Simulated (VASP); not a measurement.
Energy against volume of GaN (wurtzite). These are revPBE GGA, VASP's PBE PAW potentials (set 64) (plane waves; VASP) values and carry that method's errors. Run with 520 eV cut-off, 8×8×4 Γ-centred mesh, Gaussian smearing of 0.050 eV, potentials Ga_d N.

Shape and ions are relaxed at each volume.

```tsv
V (Å³/atom)	E (eV/atom)
11.237	-5.71133
11.596	-5.73018
11.954	-5.73617
12.313	-5.73125
```

Problem. Fit these four points and predict the energy of the run at 12.671 Å³/atom.

Solution. A cubic in V^(−2/3), the third-order Birch-Murnaghan form, passes through the four points with V0 = 11.96 Å³/atom and B0 = 162 GPa, and gives -5.7170 eV/atom there. The run gave -5.7170 eV/atom, +0.0 meV/atom from the fit; all five points give B0 = 162 GPa.

The compound is GaN in the wurtzite structure. It was relaxed first.
